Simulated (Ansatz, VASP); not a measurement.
## H89C3S3O52F9: VASP beside Ansatz

Aim: how closely do two programs agree when they are given the same cell, functional and k mesh? Of the first pair: The structure shown is the start of the Ansatz relaxation below; VASP solves that cell, so the two are compared at the walk's first step.

Calculated with Ansatz 0.2.0; plane waves, with VASP 6.6.1 beside it; single point at PBE with D3(BJ).

## 1. The structure

The cell holds 156 atoms: 52 O, 3 S, 3 C, 9 F and 89 H. Cell: a = 11.825 Å, b = 11.825 Å, c = 11.825 Å, α = 90.0°, β = 90.0°, γ = 90.0°.

## 2. Ansatz: relaxation, PBE with D3(BJ)

Ansatz runs on its default PAW (the set named soft_2) files.

The two programs are compared at the cell with which this relaxation starts, whose forces are those of its first step.

Input file input.yaml:

```yaml
crystal:
  lattice:
    - [11.82524, 0.0, 0.0]
    - [0.0, 11.82524, 0.0]
    - [0.0, 0.0, 11.82524]
  atoms:
    - { symbol: O, position: [0.77871, 0.31954, 0.50951] }
    - { symbol: S, position: [0.78075, 0.20934, 0.5638] }
    - { symbol: O, position: [0.81705, 0.22386, 0.67932] }
    - { symbol: O, position: [0.8569, 0.13306, 0.50279] }
    - { symbol: C, position: [0.64174, 0.14083, 0.57127] }
    - { symbol: F, position: [0.55818, 0.20101, 0.51189] }
    - { symbol: F, position: [0.59901, 0.12042, 0.67515] }
    - { symbol: F, position: [0.64554, 0.03862, 0.51914] }
    - { symbol: O, position: [0.26298, 0.53961, 0.49383] }
    - { symbol: S, position: [0.22715, 0.42965, 0.53376] }
    - { symbol: O, position: [0.10382, 0.41282, 0.52868] }
    - { symbol: O, position: [0.25932, 0.42382, 0.65357] }
    - { symbol: C, position: [0.29097, 0.31104, 0.44656] }
    - { symbol: F, position: [0.26205, 0.20761, 0.49541] }
    - { symbol: F, position: [0.40427, 0.30882, 0.43099] }
    - { symbol: F, position: [0.25098, 0.30707, 0.34143] }
    - { symbol: O, position: [0.51276, 0.73281, 0.27012] }
    - { symbol: S, position: [0.42896, 0.7982, 0.20944] }
    - { symbol: O, position: [0.31707, 0.7903, 0.25967] }
    - { symbol: O, position: [0.4282, 0.77592, 0.0857] }
    - { symbol: C, position: [0.47366, 0.9496, 0.22264] }
    - { symbol: F, position: [0.43568, 0.00205, 0.31496] }
    - { symbol: F, position: [0.44555, 0.01526, 0.1326] }
    - { symbol: F, position: [0.59023, 0.95514, 0.22312] }
    - { symbol: O, position: [0.16369, 0.72363, 0.40638] }
    - { symbol: H, position: [0.20213, 0.65528, 0.43155] }
    - { symbol: H, position: [0.08989, 0.69256, 0.37562] }
    - { symbol: H, position: [0.21108, 0.73438, 0.33414] }
    - { symbol: O, position: [0.98206, 0.05125, 0.34104] }
    - { symbol: H, position: [0.92376, 0.99598, 0.31759] }
[... 120 atom lines left out ...]
    - { symbol: O, position: [0.82861, 0.13535, 0.0437] }
    - { symbol: H, position: [0.91153, 0.13355, 0.02722] }
    - { symbol: H, position: [0.78698, 0.09305, 0.98346] }
    - { symbol: O, position: [0.73828, 0.68596, 0.25756] }
    - { symbol: H, position: [0.65709, 0.70954, 0.25962] }
    - { symbol: H, position: [0.74764, 0.62192, 0.20312] }
kpoints:
  mp_grid: { grid: [1, 1, 1] }
hamiltonian:
  xc: pbe
  dispersion: d3bj
scf:
  occupations: { method: fixed }
output:
  forces: true
relax:
  f_tol: 0.06
  max_steps: 150
```

Command:

```
$ ansatz run input.yaml --threads 4 --pin off --max-ram 8192MiB --backend cpu --events-out ev --progress --plain --runs-dir out
```

Numbers of over 12 decimals in the logs are rounded to 6 here.

The program printed:

```text
Engine: ansatz 0.2.0, x86_64-unknown-linux-gnu
Pseudopotentials: kind: paw
Pseudopotential: O, paw, valence charge 6, recommended cutoff 420 eV (normal), O.paw.azcp
Pseudopotential: S, paw, valence charge 6, recommended cutoff 420 eV (normal), S.paw.azcp
Pseudopotential: C, paw, valence charge 4, recommended cutoff 420 eV (normal), C.paw.azcp
Pseudopotential: F, paw, valence charge 7, recommended cutoff 420 eV (normal), F.paw.azcp
Pseudopotential: H, paw, valence charge 1, recommended cutoff 420 eV (normal), H.paw.azcp
Functional definition: PBE
  parameter kappa = 0.804
  parameter beta = 0.066725
  exchange = pbe_x(kappa = kappa, mu = beta*pi^2/3)
  correlation = pbe_c(beta = beta)
Crystal: 156 atoms, lattice volume = 1653.598 Å³
Basis set: ecut = 420 eV, 32423 PW (Γ), exchange–correlation on 160×160×160 points (8 copies of the dense FFT grid, shifted against one another)
Bands: 403, of which v1, the nominal top of the filled ones, is band 247 counted from 1 (246 counted from 0)
Symmetry: 1 space group operations
Space group: P1 (ITA 1), of the structure as read, at distance tolerance 1.2e-4 Å
k-points: 1
Non-local potential: O, projectors of the file, l = 0: 2, l = 1: 2, l = 2: 1
Non-local potential: S, projectors of the file, l = 0: 2, l = 1: 2, l = 2: 2
Non-local potential: C, projectors of the file, l = 0: 2, l = 1: 2, l = 2: 1
Non-local potential: F, projectors of the file, l = 0: 2, l = 1: 2, l = 2: 1
Non-local potential: H, projectors of the file, l = 0: 2, l = 1: 1
PAW form: soft (Blöchl's): semilocal exchange-correlation on the pseudo side does not see the compensation charge
PAW one-centre angular grid: O, 110 points (default); XC on 64 Gauss nodes
PAW one-centre angular grid: S, 110 points (default); XC on 64 Gauss nodes
PAW one-centre angular grid: C, 110 points (default); XC on 64 Gauss nodes
PAW one-centre angular grid: F, 110 points (default); XC on 64 Gauss nodes
PAW one-centre angular grid: H, 110 points (default); XC on 64 Gauss nodes
Initial density: superposition of atomic densities (neutral atoms: chi_scale 0, normalization atom), corrected by the library's trained network
Initial wavefunctions: pseudopotential atomic-orbital guess
Functional: x = pbe(κ = 0.804, μ = 0.219515), c = pbe(β = 0.066725)
SCF iter   1: F=—  HF=-41661.874830 eV  |F-HF|=—  |Δ(HF+E_count)|=         —  Δρ=4.44e-3  dr2=6.14e-1  ethr=1.77e-3  ⟨swp⟩=5.0  Hψ=1367  notcnv=0  defer=154
preconditioner: auto → Resta (q_TF=auto, 2.231 Å⁻¹)  ε∞=2.3  [insulator: Δε(μ)=4.364 eV  Ē_g=17.478 eV  n_scr=304 (ndim 8)  ℏωp=19.9 eV  f_vac=0.285  ε∞_Penn≈2.3]
SCF iter   2: F=—  HF=-41661.646829 eV  |F-HF|=—  |Δ(HF+E_count)|=   2.28e-1  Δρ=2.37e-3  dr2=1.36e-1  ethr=1.24e-4  ⟨swp⟩=3.0  Hψ=596  notcnv=0  defer=154
SCF iter   3: F=—  HF=-41661.594120 eV  |F-HF|=—  |Δ(HF+E_count)|=   5.27e-2  Δρ=1.40e-3  dr2=4.29e-2  ethr=2.76e-5  ⟨swp⟩=3.0  Hψ=498  notcnv=0  defer=73
automatic band count: iteration 3 solves 322 bands in place of 403: the levels show a gap, and the empty bands left out lie too high to hold charge; the band table lists the bands solved (type scf.n_extra_bands for more)
SCF iter   4: F=—  HF=-41661.580036 eV  |F-HF|=—  |Δ(HF+E_count)|=   1.41e-2  Δρ=4.67e-4  dr2=5.13e-3  ethr=8.68e-6  ⟨swp⟩=3.0  Hψ=564  notcnv=0  defer=73
SCF iter   5: F=—  HF=-41661.578686 eV  |F-HF|=—  |Δ(HF+E_count)|=   1.35e-3  Δρ=2.48e-4  dr2=9.46e-4  ethr=1.04e-6  ⟨swp⟩=3.0  Hψ=525  notcnv=0  defer=73
SCF iter   6: F=—  HF=-41661.578516 eV  |F-HF|=—  |Δ(HF+E_count)|=   1.71e-4  Δρ=9.42e-5  dr2=1.33e-4  ethr=1.91e-7  ⟨swp⟩=3.0  Hψ=494  notcnv=0  defer=73
SCF iter   7: F=-41661.578501 eV  HF=-41661.578506 eV  |F-HF|=5.64e-6  |Δ(HF+E_count)|=   9.23e-6  Δρ=3.34e-5  dr2=1.55e-5  ethr=1.82e-8  ⟨swp⟩=3.0  Hψ=1123  notcnv=0
SCF 1 converged in 7 iterations: F = -41661.578501 eV  dr2 = 1.55e-5
  greatest PAW one-centre occupation: 0.935 electrons in one spin orbital (limit 2), on the F atom at site 14 (counted from 0), in its partial waves of l = 0
relax step   1: F+E_penalty+E_count = -41661.57850072 eV  Δ(F+E_penalty+E_count) = +0.000e0 eV  max|allowed force component| = 3.425e0 eV/Å  Δτ_max = 0.0000 Å  (7 SCF iters, dr2 threshold 9.00e-5 eV, accepted)
Initial density: handed on by an earlier stage of this run
Initial wavefunctions: those handed on with the density
iter 1 solved again at ethr=2.16e-4 eV; its pass at ethr=3.10e-3 eV (dr2=1.07e0 eV) is discarded
SCF iter   1: F=—  HF=-41666.034955 eV  |F-HF|=—  |Δ(HF+E_count)|=         —  Δρ=1.39e-2  dr2=1.12e0  ethr=2.16e-4  ⟨swp⟩=2.0  Hψ=1103  notcnv=0  defer=73
automatic band count: iteration 1 solves 322 bands in place of 403: the levels show a gap, and the empty bands left out lie too high to hold charge; the band table lists the bands solved (type scf.n_extra_bands for more)
[...]
- { symbol: H, position: [0.240354, 0.538517, 0.174040] }
    - { symbol: H, position: [0.107957, 0.524304, 0.172888] }
    - { symbol: O, position: [0.864854, 0.917585, 0.848104] }
    - { symbol: H, position: [0.903677, -0.00966999, 0.854794] }
    - { symbol: H, position: [0.918010, 0.864713, 0.809381] }
    - { symbol: O, position: [0.020073, 0.775617, 0.756990] }
    - { symbol: H, position: [0.00098877, 0.695931, 0.737822] }
    - { symbol: H, position: [0.037040, 0.817939, 0.684785] }
    - { symbol: O, position: [0.641860, 0.810463, 0.449146] }
    - { symbol: H, position: [0.620950, 0.777589, 0.375704] }
    - { symbol: H, position: [0.567511, 0.841861, 0.477561] }
    - { symbol: O, position: [0.510972, 0.403648, 0.729928] }
    - { symbol: H, position: [0.558635, 0.423486, 0.664522] }
    - { symbol: H, position: [0.433812, 0.405735, 0.700569] }
    - { symbol: O, position: [0.360927, 0.450833, 0.154444] }
    - { symbol: H, position: [0.403328, 0.491840, 0.093969] }
    - { symbol: H, position: [0.317066, 0.393581, 0.112173] }
    - { symbol: O, position: [0.682605, 0.394674, 0.243684] }
    - { symbol: H, position: [0.612777, 0.427783, 0.277370] }
    - { symbol: H, position: [0.659412, 0.376311, 0.165153] }
    - { symbol: O, position: [0.875170, 0.870274, 0.434255] }
    - { symbol: H, position: [0.894023, 0.890800, 0.354757] }
    - { symbol: H, position: [0.792157, 0.872379, 0.439854] }
    - { symbol: O, position: [0.601309, 0.825380, 0.942825] }
    - { symbol: H, position: [0.598944, 0.905862, 0.918062] }
    - { symbol: H, position: [0.534121, 0.815248, 0.990736] }
    - { symbol: O, position: [0.501746, 0.226656, 0.867640] }
    - { symbol: H, position: [0.517839, 0.286417, 0.809450] }
    - { symbol: H, position: [0.419053, 0.214195, 0.858979] }
    - { symbol: O, position: [0.063984, 0.911646, 0.586053] }
    - { symbol: H, position: [0.080804, -0.019445, 0.628630] }
    - { symbol: H, position: [0.996618, -0.072301, 0.540568] }
    - { symbol: O, position: [0.625314, 0.465358, 0.529599] }
    - { symbol: H, position: [0.681214, 0.404055, 0.519712] }
    - { symbol: H, position: [0.576051, 0.467783, 0.462291] }
    - { symbol: O, position: [0.620838, 0.039376, 0.872691] }
[...]
- { symbol: O, position: [0.373854, 0.704118, 0.662295] }
[...]
- { symbol: O, position: [-0.020633, 0.551008, 0.727805] }
[...]
- { symbol: O, position: [0.282450, 0.589313, 0.842272] }
[...]
- { symbol: O, position: [0.585399, 0.691088, 0.759390] }
[...]
- { symbol: O, position: [0.817819, 0.829075, 1.044066] }
[...]
- { symbol: O, position: [0.500979, 0.502564, 0.330624] }
[...]
- { symbol: O, position: [0.871241, 0.609368, 0.051048] }
[...]
- { symbol: O, position: [0.082398, 0.522970, 0.924878] }
[...]
- { symbol: O, position: [0.461659, 0.578262, 0.992689] }
[...]
- { symbol: O, position: [0.775189, 0.470922, 0.739273] }
[...]
- { symbol: O, position: [0.933865, 0.659847, 0.430701] }
[...]
- { symbol: O, position: [0.947656, 0.142780, 0.881135] }
[...]
- { symbol: O, position: [0.171396, 0.845923, 0.906530] }
[...]
- { symbol: O, position: [0.688988, 0.521094, 0.945049] }
[...]
- { symbol: O, position: [0.141417, 0.047757, 0.786047] }
[...]
- { symbol: O, position: [0.982033, 0.439933, 0.164814] }
[...]
- { symbol: O, position: [0.947707, 0.398862, 0.379285] }
    - { symbol: H, position: [0.890161, 0.355947, 0.421070] }
    - { symbol: H, position: [0.00907801, 0.409673, 0.433444] }
    - { symbol: O, position: [0.212874, 0.338810, 1.009611] }
    - { symbol: H, position: [0.238212, 0.295166, 0.941651] }
    - { symbol: H, position: [0.168691, 0.403262, 0.979501] }
    - { symbol: O, position: [0.758699, 0.125827, 0.029803] }
    - { symbol: H, position: [0.830121, 0.127612, -0.012770] }
    - { symbol: H, position: [0.706602, 0.084473, 0.977601] }
    - { symbol: O, position: [0.788564, 0.602088, 0.276877] }
    - { symbol: H, position: [0.814333, 0.617408, 0.199100] }
    - { symbol: H, position: [0.757914, 0.524244, 0.270497] }
```

## 3. VASP: single point, PBE with D3(BJ), start cell, pair 1

The same cell, functional and mesh now go to VASP, with its own data sets.

Lines of VASP's logs that name or quote its potential files are left out, and so is its time.

Input file INCAR:

```
SYSTEM = H89C3S3O52F9
PREC = Accurate
ENCUT = 520
EDIFF = 1E-06
NELM = 120
ISMEAR = 0
SIGMA = 0.01
LREAL = Auto
ALGO = Normal
GGA = PE
IVDW = 12
NBANDS = 356
LORBIT = 11
LWAVE = .FALSE.
LCHARG = .FALSE.
ISIF = 2
LASPH = .TRUE.
GGA_COMPAT = .FALSE.
EFERMI = MIDGAP
```

Input file POSCAR:

```
H89C3S3O52F9
1.0
   11.8252400000      0.0000000000      0.0000000000
    0.0000000000     11.8252400000      0.0000000000
    0.0000000000      0.0000000000     11.8252400000
O S C F H
52 3 3 9 89
Direct
    0.7787072398      0.3195368551      0.5095118577
    0.8170489563      0.2238601500      0.6793181365
    0.8568959277      0.1330628385      0.5027889497
    0.2629798634      0.5396084984      0.4938335290
    0.1038203030      0.4128203740      0.5286827160
    0.2593182041      0.4238222649      0.6535681305
    0.5127591491      0.7328138795      0.2701171393
    0.3170675606      0.7903010848      0.2596733766
    0.4282027257      0.7759165987      0.0856980493
    0.1636922380      0.7236301335      0.4063765302
    0.9820604064      0.0512463172      0.3410417040
    0.7821067479      0.6633607436      0.5942881498
    0.1537135821      0.8606506084      0.1339592262
    0.2910976860      0.2261687712      0.7746734950
    0.4423588866      0.8973433097      0.6278012116
    0.7805507541      0.1681403506      0.2689670569
    0.1399717892      0.6008419279      0.2262617926
    0.8770561951      0.9407166366      0.8347061032
    0.0494366288      0.7975482950      0.7460567397
    0.6200888946      0.8046602014      0.5121587384
    0.5061208060      0.3736837476      0.7325770978
    0.3308516360      0.4764808156      0.1461619384
    0.7124675694      0.4144524762      0.2342024348
    0.7991296583      0.9070936404      0.3808379365
    0.5628807534      0.7982840095      0.9122605545
    0.4879900958      0.2414496450      0.9094699135
    0.0147903975      0.9689782195      0.5900429928
    0.6263889782      0.4957362388      0.5139261444
    0.5783138439      0.0245491846      0.8882187592
    0.3962287446      0.6430820854      0.6492891476
[... 120 atom lines left out ...]
    0.2423629457      0.3297015536      0.9110428203
    0.1375532336      0.3952562485      0.9725806834
    0.9115332966      0.1335533148      0.0272214348
    0.7869776850      0.0930467373      0.9834641834
    0.6570860295      0.7095416245      0.2596226377
    0.7476381029      0.6219239525      0.2031163850
```

Input file KPOINTS:

```
Automatic mesh
0
Gamma
1 1 1
0 0 0
```

The projector-augmented-wave data sets are O, S, C, F and H (PBE family, release 64).

Command:

```
$ export OMP_NUM_THREADS=3
$ mpirun -np 1 vasp_gam
```

The program printed:

```text
[banner, memory and clock lines left out]
running    1 mpi-ranks, on    1 nodes
[...]
Offloading initialized ...    1 GPUs detected
[...]
LDA part: xc-table for (Slater+PW92), standard interpolation
 POSCAR, INCAR and KPOINTS ok, starting setup
[...]
entering main loop
       N       E                     dE             d eps       ncg     rms          rms(c)
DAV:   1     0.424231440544E+04    0.42423E+04   -0.28060E+05   752   0.131E+03
DAV:   2    -0.422702068152E+03   -0.46650E+04   -0.44656E+04   876   0.331E+02
DAV:   3    -0.841717732142E+03   -0.41902E+03   -0.41587E+03   864   0.104E+02
DAV:   4    -0.848960661737E+03   -0.72429E+01   -0.72139E+01   864   0.149E+01
[...]
DAV:  18    -0.770995662519E+03    0.85235E-05   -0.91822E-06   808   0.118E-02    0.515E-03
DAV:  19    -0.770995661433E+03    0.10857E-05   -0.87223E-06   880   0.754E-03    0.508E-03
DAV:  20    -0.770995661071E+03    0.36246E-06   -0.12989E-06   592   0.309E-03
   1 F= -.77718132E+03 E0= -.77718132E+03  d E =0.000000E+00
```

From OUTCAR (step 3):

```text
  FREE ENERGIE OF THE ION-ELECTRON SYSTEM (eV)
  ---------------------------------------------------
  free  energy   TOTEN  =      -777.1813210500 eV

  energy  without entropy=     -777.1813210500  energy(sigma->0) =     -777.18132105
```

The run ends at a pressure of -1.45 GPa, with forces up to 3.7 eV/Å.

## 4. Comparison

Known differences besides the potentials themselves: fixed occupations in Ansatz, narrow Gaussian smearing in VASP; the cutoff is 420 eV in Ansatz and 520 eV in VASP (PREC = Accurate, projectors in real space). Total energies have different zeros and are not compared.

Forces on 8 of the 156 atoms, those with the largest forces and the largest differences (eV/Å; atoms numbered as in POSCAR):

```
atom          Ansatz x, y, z            VASP x, y, z
  O2   -0.290, -0.394, 2.156   -0.382, -0.430, 1.853
 S53    3.425, 0.142, -0.508    3.657, 0.268, -0.469
 S54    -1.736, 0.634, 1.991    -1.792, 0.887, 2.108
 C56  -3.250, -0.931, -1.656  -2.902, -0.670, -1.682
 C57   1.029, -2.782, -0.976   0.884, -2.499, -0.656
 C58    2.020, 2.060, -0.710    1.908, 1.642, -0.769
 F64    -1.044, 0.800, 0.020   -1.208, 0.792, -0.404
 H74   -1.765, 2.075, -1.152   -1.821, 2.212, -1.216
```

The forces differ by 88 meV/Å r.m.s., which is 12.9 % of the r.m.s. force of 0.687 eV/Å (both taken over all components).

[end of part 1 of 2]

[Lines on the potential files, build, host, timing and source positions are cut from VASP's logs without a mark.]

[Logs are printed without paths, hosts, clocks, repeated set-up lines and the standing remarks that a program may print on its own settings, such as how far it seeks lower states.]

[Hosts, paths, dates, database ids (printed as entryN), source tags and the programs' standing remarks are cut or masked in the printed files.]
